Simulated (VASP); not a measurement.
An input for Ansatz (written as the equivalent of a VASP run, and not itself run):

Ansatz 0.2 input:
```yaml
crystal:
  lattice:
    - [3.5100000, 0.0000000, 0.0000000]
    - [0.0000000, 3.5100000, 0.0000000]
    - [0.0000000, 0.0000000, 3.5100000]
  atoms:
    - { symbol: Si, position: [0.0000000, 0.0000000, 0.0000000] }
    - { symbol: Ni, position: [0.0000000, 0.5000000, 0.5000000] }
    - { symbol: Ni, position: [0.5000000, 0.0000000, 0.5000000] }
    - { symbol: Ni, position: [0.5000000, 0.5000000, 0.0000000] }
kpoints:
  mp_grid: { grid: [8, 8, 8] }
hamiltonian:
  xc: pbe
  pseudopotentials: { kind: paw }
scf:
  occupations: { method: methfessel_paxton, width: 0.1 }
  max_iter: 100
output: { forces: true, stress: true, eigenvalues: true }
```

Task: Translate this input to VASP (INCAR, KPOINTS, POSCAR, choice of POTCAR).

Result: This is not unique; one that fits is 
**INCAR**
```
! general
SYSTEM  = Ni3Si
PREC    = Accurate
ENCUT   = 400   ! plane-wave cut-off (eV)
LREAL   = .FALSE.   ! projection in real space or not
LASPH   = .TRUE.   ! aspherical one-centre terms

! electronic loop
EDIFF   = 1E-6   ! SCF stop (eV)
NELM    = 100
ALGO    = Normal   ! blocked Davidson
LMAXMIX = 4   ! l cut-off of mixed one-centre charges

! smearing
ISMEAR  = 1   ! Methfessel-Paxton
SIGMA   = 0.1   ! width (eV)

! functional
GGA     = PE   ! PBE

! ions
ISIF    = 2   ! forces and stress, cell fixed

! output
LWAVE   = .FALSE.
LCHARG  = .FALSE.
```

File POSCAR:
```
Ni3Si
1.0
  3.5100000000   0.0000000000   0.0000000000
  0.0000000000   3.5100000000   0.0000000000
  0.0000000000   0.0000000000   3.5100000000
Si Ni
1 3
Direct
  0.0000000000   0.0000000000   0.0000000000
  0.0000000000   0.5000000000   0.5000000000
  0.5000000000   0.0000000000   0.5000000000
  0.5000000000   0.5000000000   0.0000000000
```

KPOINTS:
```
K-points
0
gamma
 8 8 8
0 0 0
```

POTCAR, in this order: Si Ni (PBE.64 set). Program: vasp_std.

What does not carry over: each code has its own PAW files, so the cut-off isn't converted (ENCUT is set for VASP's; basis.ecutwfc is left out, and Ansatz then takes the one that its files recommend); Ansatz stops its SCF on the density residual and VASP on the energy change (EDIFF).

The compound is Ni3Si in the L1_2 structure. The cell was not relaxed at this level.
